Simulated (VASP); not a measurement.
# ReOs (P-6m2) in VASP: electric field gradients with LDA

Aim: the electric field gradients of ReOs with LDA.

All numbers are computed with VASP 6.6.1; they aren't measurements. Logs are shortened: lines on timing, memory, paths and dates and some standing lists are left out, and cuts for length are marked.

### Step 1. The undisturbed crystal

Symmetry: P-6m2, No. 187, hexagonal system. The conventional cell has a = 2.757 Å, b = 2.757 Å, c = 4.382 Å, α = 90.00°, β = 90.00°, γ = 120.00°. Re (site symmetry -6m2) is surrounded by 6 Os at 2.71 Å and 6 Re at 2.76 Å. Os (site symmetry -6m2) is surrounded by 6 Re at 2.71 Å and 6 Os at 2.76 Å.

The cell comes from a database or a generator and needn't be the stable form of this composition.

### Step 2. Electric field gradients, LDA (shortest bond scaled by 0.64)

The input, INCAR:

```
  ALGO = Normal
  EDIFF = 1E-8
  ENCUT = 520
  GGA = CA
  ISIF = 2
  ISMEAR = -1
  LASPH = T
  LCHARG = F
  LEFG = T
  LREAL = F
  LWAVE = F
  NBANDS = 14
  NELM = 100
  PREC = Accurate
  SIGMA = 0.05
```

The input, KPOINTS:

```
k-points
0
Gamma
  12 12 7
```

The input, POSCAR:

```
ReOs
1.0
    2.7573303527      0.0000000000      0.0000000000
   -1.3786651764      2.3879181321      0.0000000000
    0.0000000000      0.0000000000      4.3824281800
Re Os
1 1
Direct
    0.5466666667      0.2733333333      0.4100000000
    0.1200000000      0.0600000000      0.0900000000
```

Potentials or basis: VASP PAW LDA potentials, release 64 (Re, Os).

The run is started by

```console
$ cat potpaw_LDA.64/Re/POTCAR potpaw_LDA.64/Os/POTCAR > POTCAR
$ mpirun -np 1 vasp_std > vasp.out
```

OUTCAR:

```text
EDIFF = 1E-8
   ENCUT = 520
   GGA = CA
   ISIF = 2
   ISMEAR = -1
   LASPH = T
   LREAL = F
   NELM = 100
   PREC = Accurate

 ion  position               nearest neighbor table
   1  0.547  0.273  0.410-   2 1.73   2 2.40   2 2.40   2 3.15   2 3.26   2 3.26
   2  0.120  0.060  0.090-   1 1.73   1 2.40   1 2.40   1 3.15   1 3.26   1 3.26

  LATTYP: Found a hexagonal cell.
 ALAT       =     2.7573303527
 C/A-ratio  =     1.5893736402

  Lattice vectors:

 A1 = (   2.7573303527,   0.0000000000,   0.0000000000)
 A2 = (  -1.3786651764,   2.3879181321,   0.0000000000)
 A3 = (   0.0000000000,   0.0000000000,   4.3824281800)

Analysis of symmetry for initial positions (statically):
=====================================================================
 Subroutine PRICEL returns:
 Original cell was already a primitive cell.

 Routine SETGRP: Setting up the symmetry group for a
 hexagonal supercell.

 Subroutine GETGRP returns: Found  2 space group operations
 (whereof  2 operations were pure point group operations)
 out of a pool of 24 trial point group operations.

The static configuration has the point symmetry C_1h.

Analysis of symmetry for dynamics (positions and initial velocities):
=====================================================================
 Subroutine PRICEL returns:
 Original cell was already a primitive cell.

 Routine SETGRP: Setting up the symmetry group for a
 hexagonal supercell.

 Subroutine GETGRP returns: Found  2 space group operations
 (whereof  2 operations were pure point group operations)
 out of a pool of 24 trial point group operations.

The dynamic configuration has the point symmetry C_1h.

 Subroutine INISYM returns: Found  2 space group operations
 (whereof  2 operations are pure point group operations),
 and found     1 'primitive' translations

----------------------------------------------------------------------------------------

                                     Primitive cell

  volume of cell :      28.8551

  direct lattice vectors                    reciprocal lattice vectors
     2.757330353  0.000000000  0.000000000     0.362669638  0.209387413  0.000000000
    -1.378665176  2.387918132  0.000000000     0.000000000  0.418774826  0.000000000
     0.000000000  0.000000000  4.382428180     0.000000000  0.000000000  0.228184002

  length of vectors
     2.757330353  2.757330353  4.382428180     0.418774826  0.418774826  0.228184002

  position of ions in fractional coordinates (direct lattice)
     0.546666667  0.273333333  0.410000000
     0.120000000  0.060000000  0.090000000

  ion indices of the primitive-cell ions
   primitive index   ion index
                 1           1
                 2           2

----------------------------------------------------------------------------------------

 KPOINTS: k-points

Automatic generation of k-mesh.
 Grid dimensions read from file:
 generate k-points for:   12   12    7

 Generating k-lattice:

  Cartesian coordinates                     Fractional coordinates (reciprocal lattice)
     0.030222470  0.017448951  0.000000000     0.083333333  0.000000000  0.000000000
     0.000000000  0.034897902  0.000000000     0.000000000  0.083333333  0.000000000
     0.000000000  0.000000000  0.032597715     0.000000000  0.000000000  0.142857143

  Length of vectors
     0.034897902  0.034897902  0.032597715

  Shift w.r.t. Gamma in fractional coordinates (k-lattice)
     0.000000000  0.000000000  0.000000000

 Subroutine IBZKPT returns following result:
 ===========================================

 Found    277 irreducible k-points:

 Following reciprocal coordinates:
            Coordinates               Weight
  0.000000  0.000000  0.000000      1.000000
  0.083333  0.000000  0.000000      2.000000
  0.000000  0.083333  0.000000      4.000000
  0.166667  0.000000  0.000000      2.000000
  0.000000  0.166667  0.000000      4.000000
  0.250000  0.000000  0.000000      2.000000
[... 16 lines left out ...]
 -0.083333  0.416667  0.000000      4.000000
 -0.416667  0.333333  0.000000      4.000000
 [... further k-points ...]
   k-points           NKPTS =    277   k-points in BZ     NKDIM =    277   number of bands    NBANDS=     14
   number of dos      NEDOS =    301   number of ions     NIONS =      2
   total plane-waves  NPLWV =  20736
   dimension x,y,z NGX =    24 NGY =   24 NGZ =   36
   dimension x,y,z NGXF=    48 NGYF=   48 NGZF=   72
   ions per type =               1   1
   NGX,Y,Z   is equivalent  to a cutoff of  14.47, 14.47, 13.66 a.u.
   NGXF,Y,Z  is equivalent  to a cutoff of  28.94, 28.94, 27.31 a.u.
 SYSTEM =  unknown system
   PREC   = accura    normal or accurate (medium, high low for compatibility)
   ISTART =      0    job   : 0-new  1-cont  2-samecut
   ICHARG =      2    charge: 1-file 2-atom 10-const
   ISPIN  =      1    spin polarized calculation?
   LNONCOLLINEAR =      F non collinear calculations
   LSORBIT =      F    spin-orbit coupling
   LASPH  =      T    aspherical Exc in radial PAW
   ENCUT  =  520.0 eV  38.22 Ry    6.18 a.u.   5.13  5.13  8.15*2*pi/ulx,y,z
   NELM   =    100;   NELMIN=  2; NELMDL= -5     # of ELM steps
   EDIFF  = 0.1E-07   stopping-criterion for ELM
   LREAL  =      F    real-space projection
   EDIFFG = 0.1E-06   stopping-criterion for IOM
   NSW    =      0    number of steps for IOM
   IBRION =     -1    ionic relax: 0-MD 1-quasi-New 2-CG
   NFREE  =      0    steps in history (QN), initial steepest desc. (CG)
   ISIF   =      2    stress and relaxation
   ISYM   =      2    0-nonsym 1-usesym 2-fastsym
   POTIM  = 0.5000    time-step for ionic-motion
   TEBEG  =    0.0;   TEEND  =   0.0 temperature during run
   PSTRESS=    0.0 pullay stress
   NELECT =      15.0000    total number of electrons
   NUPDOWN=      -1.0000    fix difference up-down
   EMIN   =  10.00;   EMAX   =-10.00  energy-range for DOS
   EFERMI =   0.00;   METHOD = LEGACY
   ISMEAR =    -1;   SIGMA  =   0.05  broadening in eV -4-tet -1-fermi 0-gaus
   EFERMI_NEDOS =   21; number of points for ismear=-14 and -15
   IALGO  =     38    algorithm
   IMIX   =      4    mixing-type and parameters
     AMIX     =   0.40;   BMIX     =  1.00
     AMIX_MAG =   1.60;   BMIX_MAG =  1.00
  volume/ion in A,a.u.               =      14.43        97.36
  Fermi-wavevector in a.u.,A,eV,Ry     =   1.316328  2.487500 23.575091  1.732720
  Thomas-Fermi vector in A             =   2.446448
   LORBIT       =      0    0 simple, 1 ext, 2 COOP (PROOUT), +10 PAW based schemes
   GGA     = CA    functional components
   LHFCALC =     F    Hartree Fock is set to
   AEXX    =    0.0000 exact exchange contribution
   IVDW    =     0    specifies the selected vdW correction
   LEPSILON=     F    determine dielectric tensor
   LRPA    =     F    only Hartree local field effects (RPA)
 non-spin polarized calculation
  energy-cutoff  :      520.00
  volume of cell :       28.86
 maximum number of plane-waves:       787
 NGX is ok and might be reduce to    24

 number of electron      15.0000001 magnetization

 Free energy of the ion-electron system (eV)
  ---------------------------------------------------
  ext. energy  EPLUGINS =         0.00000000
  ---------------------------------------------------
  free energy    TOTEN  =       -16.23849594 eV

  energy without entropy =      -16.22924819  energy(sigma->0) =      -16.23387206

 E-fermi :   9.1316     XC(G=0): -13.5188

 val. band max:        9.1264543178   @ k =   0.0833   0.5000   0.4286
 cond. band min:       9.1522494439   @ k =   0.0833  -0.3333   0.2857
 fundamental gap:      0.0257951261
 Fermi energy:         9.1315940350

 k-point     1 :       0.0000    0.0000    0.0000
  band No.  band energies     occupation
      1      -2.0546      2.00000
      2      -1.1057      2.00000
      3       2.2219      2.00000
      4       2.4022      2.00000
      5       3.2383      2.00000
      6       4.9067      2.00000
      7       6.5425      2.00000
      8       9.3199      0.04525
      9      11.2763      0.00000
     10      11.6129      0.00000
     11      13.2043      0.00000
     12      15.3978      0.00000
     13      16.8360      0.00000
     14      22.6371      0.00000
[... 375 lines left out ...]
 k-point    24 :      -0.4167    0.3333    0.0000
  band No.  band energies     occupation
      1      -0.7714      2.00000
      2       0.8676      2.00000
      3       2.0907      2.00000
      4       3.7337      2.00000
      5       5.1367      2.00000
      6       6.0490      2.00000
      7       7.9010      2.00000
      8      10.3090      0.00000
      9      11.5269      0.00000
     10      12.0064      0.00000
     11      12.5880      0.00000
     12      17.6775      0.00000
     13      19.4202      0.00000
     14      19.9540      0.00000

 [... further k-points ...]
[... 5 lines left out ...]
  --------------------------------------------------------------------------------------
  -------------------------------------------------------------------------------------
  Total       31.9726368     16.5286115     38.5902504     13.3749182     10.2171750     17.6966661
  in kB     1775.2764578    917.7489837   2142.7185853    742.6405771    567.3072989    982.6050614
  external PRESSURE =    1611.9146756 kB  Pullay stress =       0.0000000 kB

 VOLUME and BASIS-vectors are now :
 -----------------------------------------------------------------------------
  energy-cutoff  :      520.00
  volume of cell :       28.86
      direct lattice vectors                 reciprocal lattice vectors
     2.757330353  0.000000000  0.000000000     0.362669638  0.209387413  0.000000000
    -1.378665176  2.387918132  0.000000000     0.000000000  0.418774826  0.000000000
     0.000000000  0.000000000  4.382428180     0.000000000  0.000000000  0.228184002

 POSITION                                       TOTAL-FORCE (eV/Angst)
 -----------------------------------------------------------------------------------
      1.13051      0.65270      1.79680        13.055370      7.537521     29.196090
      0.24816      0.14328      0.39442       -13.055370     -7.537521    -29.196090
 -----------------------------------------------------------------------------------
    total drift:                                0.000025      0.000014      0.000003

  FREE ENERGIE OF THE ION-ELECTRON SYSTEM (eV)
  ---------------------------------------------------
  free  energy   TOTEN  =       -16.2384959387 eV

  energy  without entropy=      -16.2292481867  energy(sigma->0) =      -16.23387206

 Electric field gradients (V/A^2)
---------------------------------------------------------------------
 ion       V_xx      V_yy      V_zz      V_xy      V_xz      V_yz
---------------------------------------------------------------------
   1    -158.187  -226.339   384.526    59.021   351.472   202.923
   2    -135.950  -214.069   350.019    67.653   386.886   223.369
---------------------------------------------------------------------

 Electric field gradients after diagonalization (V/A^2)
 (convention: |V_zz| > |V_xx| > |V_yy|)
----------------------------------------------------------------------
 ion       V_xx      V_yy      V_zz     asymmetry (V_yy - V_xx)/ V_zz
----------------------------------------------------------------------
   1    -348.738  -260.415   609.152       0.145
   2    -372.942  -253.129   626.070       0.191
----------------------------------------------------------------------

           NMR quadrupolar parameters

 Cq : quadrupolar parameter    Cq=e*Q*V_zz/h
 eta: asymmetry parameters     (V_yy - V_xx)/ V_zz
 Q  : nuclear electric quadrupole moment in mb (millibarn)
----------------------------------------------------------------------
 ion       Cq(MHz)       eta       Q (mb)
----------------------------------------------------------------------
   1       1.473       0.145       1.000
   2       1.514       0.191       1.000
----------------------------------------------------------------------
```

Wall time 3.2 min (1 thread of AMD EPYC 7R43 (Zen 3), shared host); peak memory 0.21 GiB.

Results:

```
Free energy            : -16.2385 eV
Pressure               : 161.2 GPa
Largest force          : 32.858 eV/Å
Band gap on the k mesh : none (metal or under the smearing width)
```

Forces on the atoms (eV/Å):
```
Re   13.055   7.538  29.196
Os  -13.055  -7.538 -29.196
```

Stress tensor (GPa, compression positive):
```
177.53  74.26  98.26
 74.26  91.77  56.73
 98.26  56.73 214.27
```

Levels at points of the mesh, in eV from the Fermi level:
| k point | band 5 | band 6 | band 7 | band 8 | band 9 | band 10 | band 11 | band 12 |
| --- | --- | --- | --- | --- | --- | --- | --- | --- |
| (0.00, 0.00, 0.00) | -5.89 | -4.22 | -2.59 | 0.19 | 2.14 | 2.48 | 4.07 | 6.27 |
| (0.50, 0.00, 0.00) | -2.65 | -2.36 | -1.89 | -0.53 | 1.77 | 2.22 | 5.04 | 6.23 |
| (0.00, 0.50, 0.00) | -2.51 | -2.00 | -0.73 | 1.46 | 2.35 | 2.71 | 5.54 | 7.28 |

Electric field gradients, principal values (V/Å²):
```
atom       Vxx       Vyy      Vzz
1 Re  -260.415  -348.738  609.152
2 Os  -253.129  -372.942  626.070
```

Caveat: the cell as given lies far from equilibrium; so large a pressure means that the cell lies far from this level's equilibrium, or that cutoff or potentials fall short; forces of over 1 eV/Å show positions far from the minimum, so gaps and moduli don't describe the material at rest. The run has no spin-orbit coupling, so splittings on Os, Re are missing.
